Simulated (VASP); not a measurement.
OsI:

```
Os I
1.0
     3.84047    0.00000    0.00000
     0.00000    3.84047    0.00000
     0.00000    0.00000    3.84047
Os I
1 1
Direct
  0.50000 0.50000 0.50000
  0.00000 0.00000 0.00000
```

The cell was built by a generator and needn't be a form met in nature.

| Quantity | Value |
| --- | --- |
| Program | VASP 6.6.1 |
| Task | relaxation of cell and atoms |
| Functional | PBE |
| Potentials or basis | VASP PAW PBE potentials, release 64 (Os, I) |
| Cutoff | 600 eV |
| k mesh | 7 × 7 × 7 |
| Occupations | gaussian, width 0.05 eV |
| Spin | no spin polarisation |

At the start: pressure -18.9 GPa; volume 28.32 Å³/atom.

Problem. How do energy, volume and symmetry change on relaxing?

Solution. Over 7 steps the energy falls by 825.3 meV/atom and the volume is 19.38 Å³/atom (-31.6 %); space group Pm-3m (No. 221, to 0.05 Å).

Step by step:
| step | energy change (eV) | largest force (eV/Å) | pressure (GPa) | volume (Å³) |
| --- | --- | --- | --- | --- |
| 1 | 0.0000 | 0.0000 | -18.92 | 56.64 |
| 2 | -1.1843 | 0.0000 | 32.74 | 33.41 |
| 3 | -1.6492 | 0.0000 | -1.32 | 39.10 |
| 4 | -1.6506 | 0.0000 | -0.13 | 38.80 |
| 5 | -1.6498 | 0.0000 | 1.10 | 38.48 |
| 6 | -1.6484 | 0.0000 | -1.65 | 39.19 |
| 7 | -1.6507 | 0.0000 | 0.02 | 38.76 |

Final structure:
```
CELL_PARAMETERS angstrom
3.38410 0.00000 0.00000
0.00000 3.38410 0.00000
0.00000 0.00000 3.38410
ATOMIC_POSITIONS crystal
Os 0.50000 0.50000 0.50000
I 0.00000 0.00000 0.00000
```

Caveat: the volume moved by over 15 % at a fixed basis, so the end points are rough; an odd number of electrons without spin polarisation forces a metal; a magnetic or distorted state may lie lower.
